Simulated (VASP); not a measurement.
All values below come from optB88-vdW, VASP's PBE PAW potentials (set 64) (plane waves; VASP 6.6.1).

VASP ran on this input.

INCAR:
```
AGGAC=0.0
ALGO=Normal
EDIFF=1E-7
ENCUT=520
GGA=BO
ISIF=2
ISMEAR=-5
LASPH=.True.
LCHARG=.True.
LMAXMIX=4
LORBIT=11
LREAL=.False.
LUSE_VDW=.True.
LWAVE=.False.
NEDOS=601
NELM=100
PARAM1=0.1833333333
PARAM2=0.22
PREC=Accurate
SYSTEM=CdTe
```

File POSCAR:
```
CdTe
1
    0.0000000000     3.2980686129     3.2980686129
    3.2980686129     0.0000000000     3.2980686129
    3.2980686129     3.2980686129     0.0000000000
Cd Te
1 1
Direct
  0.0000000000   0.0000000000   0.0000000000
  0.2500000000   0.2500000000   0.2500000000
```

### KPOINTS
```
Automatic mesh
0
Gamma
8 8 8
0 0 0
```

POTCAR, in this order: Cd Te (PBE.64 set). Program: vasp_std.

The resulting files:

OSZICAR:
```
       N       E                     dE             d eps       ncg     rms          rms(c)
DAV:   1     0.108839618197E+03    0.10884E+03   -0.82973E+03   754   0.119E+03
DAV:   2     0.454897562026E+01   -0.10429E+03   -0.10028E+03   834   0.273E+02
DAV:   3     0.275200901919E+00   -0.42738E+01   -0.42657E+01   909   0.582E+01
DAV:   4     0.234238821998E+00   -0.40962E-01   -0.40959E-01  1061   0.508E+00
DAV:   5     0.234131259934E+00   -0.10756E-03   -0.10756E-03   919   0.256E-01    0.509E+00
DAV:   6     0.465290385803E+00    0.23116E+00   -0.48282E-01   839   0.850E+00    0.420E+00
DAV:   7     0.479706188068E+00    0.14416E-01   -0.11755E-01   844   0.244E+00    0.160E+00
DAV:   8     0.479112046536E+00   -0.59414E-03   -0.87564E-03   779   0.129E+00    0.489E-01
DAV:   9     0.478897809874E+00   -0.21424E-03   -0.94465E-04   814   0.357E-01    0.772E-02
DAV:  10     0.478872697554E+00   -0.25112E-04   -0.98191E-05   832   0.118E-01    0.416E-02
DAV:  11     0.478856180435E+00   -0.16517E-04   -0.37349E-05   774   0.519E-02    0.273E-02
DAV:  12     0.478856916762E+00    0.73633E-06   -0.23832E-06   851   0.135E-02    0.139E-02
DAV:  13     0.478857040489E+00    0.12373E-06   -0.18462E-07   859   0.289E-03    0.101E-02
DAV:  14     0.478857210242E+00    0.16975E-06   -0.24762E-07   813   0.381E-03    0.213E-03
DAV:  15     0.478857204405E+00   -0.58365E-08   -0.22129E-08   417   0.147E-03
   1 F= 0.47885720E+00 E0= 0.47885720E+00  d E =0.000000E+00
```

OUTCAR:
```
------------------------ aborting loop because EDIFF is reached ----------------------------------------
  FORCE on cell =-STRESS in cart. coord.  units (eV):
  Direction    XX          YY          ZZ          XY          YZ          ZX
  --------------------------------------------------------------------------------------
  Total       -0.0029053     -0.0029053     -0.0029053      0.0000000      0.0000000      0.0000000
  in kB       -0.0648778     -0.0648778     -0.0648778      0.0000000      0.0000000      0.0000000
  external PRESSURE =      -0.0648778 kB  Pullay stress =       0.0000000 kB
  volume of cell :       71.75
      direct lattice vectors                 reciprocal lattice vectors
     0.000000000  3.298068613  3.298068613    -0.151603881  0.151603881  0.151603881
     3.298068613  0.000000000  3.298068613     0.151603881 -0.151603881  0.151603881
     3.298068613  3.298068613  0.000000000     0.151603881  0.151603881 -0.151603881
  FREE ENERGIE OF THE ION-ELECTRON SYSTEM (eV)
  ---------------------------------------------------
  free  energy   TOTEN  =         0.4788572044 eV

  energy  without entropy=        0.4788572044  energy(sigma->0) =        0.47885720

 total charge

# of ion       s       p       d       tot
------------------------------------------
    1        0.472   0.289   9.532  10.292
    2        1.360   2.032   0.018   3.410
--------------------------------------------------
tot          1.832   2.321   9.550  13.702
```
(Selected blocks of OUTCAR.)

### OUTCAR
```
 val. band max:        1.7402680398   @ k =   0.0000   0.0000   0.0000

 cond. band min:       2.2092309832   @ k =   0.0000   0.0000   0.0000


 Fermi energy:         1.7756280733

 k-point     1 :       0.0000    0.0000    0.0000
  band No.  band energies     occupation
      1      -9.1876      2.00000
      2      -6.4334      2.00000
      3      -6.4334      2.00000
      4      -6.4334      2.00000
      5      -6.2148      2.00000
      6      -6.2148      2.00000
      7       1.7403      2.00000
      8       1.7403      2.00000
      9       1.7403      2.00000
     10       2.2092      0.00000
     11       6.3555      0.00000
     12       6.3555      0.00000
     13       6.3555      0.00000

 k-point     2 :       0.1250    0.0000    0.0000
  band No.  band energies     occupation
      1      -9.1364      2.00000
      2      -6.4241      2.00000
      3      -6.4241      2.00000
      4      -6.3912      2.00000
      5      -6.2155      2.00000
      6      -6.2155      2.00000
      7       0.5104      2.00000
      8       1.6180      2.00000
      9       1.6180      2.00000
     10       3.1455      0.00000
     11       6.2973      0.00000
     12       6.5495      0.00000
     13       6.5495      0.00000

 k-point     3 :       0.2500    0.0000    0.0000
  band No.  band energies     occupation
      1      -9.0125      2.00000
      2      -6.4033      2.00000
      3      -6.4033      2.00000
      4      -6.2538      2.00000
      5      -6.2150      2.00000
      6      -6.2150      2.00000
      7      -0.8828      2.00000
      8       1.3567      2.00000
      9       1.3567      2.00000
     10       3.5391      0.00000
     11       6.8649      0.00000
     12       6.8649      0.00000
     13       6.9444      0.00000

 k-point     4 :       0.3750    0.0000    0.0000
  band No.  band energies     occupation
      1      -8.8902      2.00000
      2      -6.3860      2.00000
      3      -6.3860      2.00000
...
```

Unless said otherwise, spin-orbit coupling is left out, though it shifts the bands of the heavy elements here.

The compound is CdTe in the zinc blende structure. It was relaxed first, which changed the volume by +5 %.
